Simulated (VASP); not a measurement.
Input:

```xyz
2
Lattice="1.3700 -2.3729 0.0000 1.3700 2.3729 0.0000 0.0000 0.0000 4.3900" Properties=species:S:1:pos:R:3 pbc="T T T"
Tc     1.3700     0.7910     1.0975
Tc     1.3700    -0.7910     3.2925
```

These are vdW-DF-cx, VASP's PBE PAW potentials (set 64) (plane waves; VASP) values and carry that method's errors. Numerical set-up: 520 eV cut-off, 14×14×8 Γ-centred mesh, first-order Methfessel-Paxton smearing of 0.10 eV, potentials Tc_pv.

Task: The ions, cell shape and volume are relaxed. Which structure does the run end with?

Result: 
```xyz
2
Lattice="1.3627 -2.3603 0.0000 1.3627 2.3603 0.0000 0.0000 0.0000 4.3654" Properties=species:S:1:pos:R:3 pbc="T T T"
Tc     1.3627     0.7868     1.0913
Tc     1.3627    -0.7868     3.2740
```
Space group P6_3/mmc (194), at a tolerance of 0.03 Å.

Task: How do energy and volume change from the first to the last step?

Result: The energy (σ→0) changes by -3.7 meV/atom and the volume by -1.6 %, in 4 ionic steps.

The compound is Tc in the hcp structure. This run relaxes it. Symmetry was kept, so distortions that lower it aren't found.
